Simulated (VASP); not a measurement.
Given:

```
CELL_PARAMETERS angstrom
      0.00000     2.89642     2.89642
      2.89642     0.00000     2.89642
      2.89642     2.89642     0.00000
ATOMIC_POSITIONS crystal
  Zn 0.00000 0.00000 0.00000
  Se 0.25000 0.25000 0.25000
```

Computed with PW91 GGA, VASP's PBE PAW potentials (set 64) (plane waves; VASP). Settings: 520 eV cut-off, 8×8×8 Γ-centred mesh, Gaussian smearing of 0.050 eV, potentials Zn Se.

Problem. Estimate the energy per atom (σ→0), pressure, band gap (on the k-mesh) with the smallest direct gap where there is one.

Solution. 
| Quantity | Result |
|---|---|
| band gap (on the k-mesh) | 1.02 eV |
| smallest direct gap (on the k-mesh) | 1.02 eV |
| energy per atom (σ→0) | -292.8 kJ/mol of atoms |
| pressure | -1.58 GPa |

Only differences to runs with the same potentials and settings are physical.

The compound is ZnSe in the zinc blende structure. This cell is one point of a volume scan, at 1.03 of the reference volume.
